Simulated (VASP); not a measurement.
The input files of a VASP run:

POSCAR:
```
CdSe
1.0
  2.1310975954  -3.6911690810   0.0000000000
  2.1310975954   3.6911690810   0.0000000000
  0.0000000000   0.0000000000   6.9529686647
Cd Se
2 2
Cart
  2.1310975954  -1.2303921544   3.4768970348
  2.1310975954   1.2303921544   0.0004127025
  2.1310975954  -1.2303921544   6.0903878478
  2.1310975954   1.2303921544   2.6139035154
```

**INCAR**
```
ALGO  =  Normal
EDIFF  =  1E-6
EDIFFG  =  -0.02
ENCUT  =  500
IBRION  =  2
ISIF  =  3
ISMEAR  =  0
LASPH  =  .TRUE.
LCHARG  =  .FALSE.
LMAXMIX  =  4
LREAL  =  .FALSE.
LWAVE  =  .FALSE.
NELM  =  100
NSW  =  40
PREC  =  Accurate
SIGMA  =  0.05
SYSTEM  =  CdSe
```

**KPOINTS**
```
K-points
0
gamma
  6 6 3
```

POTCAR, in this order: Cd Se (LDA.64 set). Program: vasp_std.

### Question
Translate this LDA calculation to Ansatz.

### Answer
One equivalent input (not run):
Ansatz 0.2 input:
```yaml
crystal:
  lattice:
    - [2.1310976, -3.6911691, 0.0000000]
    - [2.1310976, 3.6911691, 0.0000000]
    - [0.0000000, 0.0000000, 6.9529687]
  atoms:
    - { symbol: Cd, position: [0.6666670, 0.3333330, 0.5000594] }
    - { symbol: Cd, position: [0.3333330, 0.6666670, 0.0000594] }
    - { symbol: Se, position: [0.6666670, 0.3333330, 0.8759406] }
    - { symbol: Se, position: [0.3333330, 0.6666670, 0.3759406] }
kpoints:
  mp_grid: { grid: [6, 6, 3] }
hamiltonian:
  xc: lda
  pseudopotentials: { kind: paw }
scf:
  occupations: { method: gaussian, width: 0.05 }
  max_iter: 100
relax:
  max_steps: 40
  f_tol: 0.02
  cell: {}
output: { forces: true, stress: true, eigenvalues: true }
```
What does not carry over: each code has its own PAW files, so the cut-off isn't converted (ENCUT is set for VASP's; basis.ecutwfc is left out, and Ansatz then takes the one that its files recommend); Ansatz stops its SCF on the density residual and VASP on the energy change (EDIFF); Ansatz's lda is the Perdew-Wang form, while the LDA potentials of VASP carry Perdew-Zunger's.

The compound is CdSe in the wurtzite structure. It was relaxed first.
